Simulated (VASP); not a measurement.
Data:

```
CELL_PARAMETERS angstrom
      1.76575    -3.05837     0.00000
      1.76575     3.05837     0.00000
      0.00000     0.00000     5.45385
ATOMIC_POSITIONS crystal
  Er 0.33333 0.66667 0.25000
  Er 0.66667 0.33333 0.75000
```

All values below come from r2SCAN+rVV10, VASP's PBE PAW potentials (set 64) (plane waves; VASP 6.6.1). Numerical set-up: 520 eV cut-off, 12×12×7 Γ-centred mesh, first-order Methfessel-Paxton smearing of 0.10 eV, potentials Er_3.

The 4f electrons are frozen in the core of the lanthanide potential, so 4f levels, which can set the real gap, and their magnetism are missing.

### Question
Give the stress tensor in GPa (positive for a compressed cell).

### Answer

```
1.80  0.00  0.00
0.00  1.80  0.00
0.00  0.00  1.82
```
The pressure is its mean diagonal, 1.80 GPa.

The compound is Er in the hcp structure. This cell is one point of a volume scan, at 0.97 of the reference volume.
